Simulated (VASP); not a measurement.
These are PBE GGA, VASP's PBE PAW potentials (set 64) (plane waves; VASP) values and carry that method's errors.

The input files of a VASP run:

### INCAR
```
! general
SYSTEM   =  CuAu
PREC     =  Accurate
ENCUT    =  400
LREAL    =  .FALSE.
LASPH    =  .TRUE.

! electronic loop
EDIFF    =  1E-7
NELM     =  100
ALGO     =  Normal
LMAXMIX  =  6

! smearing
ISMEAR   =  -5

! functional
GGA      =  PE

! ions
ISIF     =  2

! output
LWAVE    =  .FALSE.
LCHARG   =  .TRUE.
LORBIT   =  11
NEDOS    =  601
```

File KPOINTS:
```
Automatic mesh
0
Gamma
14 14 11
0 0 0
```

POSCAR:
```
CuAu
2.8379170
  0.9999998755   0.0000000000   0.0000000000
  0.0000000000   0.9999998755   0.0000000000
  0.0000000000   0.0000000000   1.3110763308
Cu Au
1 1
Direct
  0.0000000000   1.0000000000   1.0000000000
  0.5000000000   0.5000000000   0.5000000000
```

POTCAR, in this order: Cu Au (PBE.64 set). Program: vasp_std.

What will the output report for the number of irreducible k-points (NKPTS), number of bands (NBANDS), largest plane-wave count, number of space-group operations, FFT grid (NGX, NGY, NGZ)?

| Item | Value |
|---|---|
| number of irreducible k-points (NKPTS) | 216 |
| number of bands (NBANDS) | 15 |
| largest plane-wave count | 568 |
| number of space-group operations | 16 |
| FFT grid (NGX, NGY, NGZ) | 20 × 20 × 24 |

The compound is CuAu in the L1_0 structure. It was relaxed first.
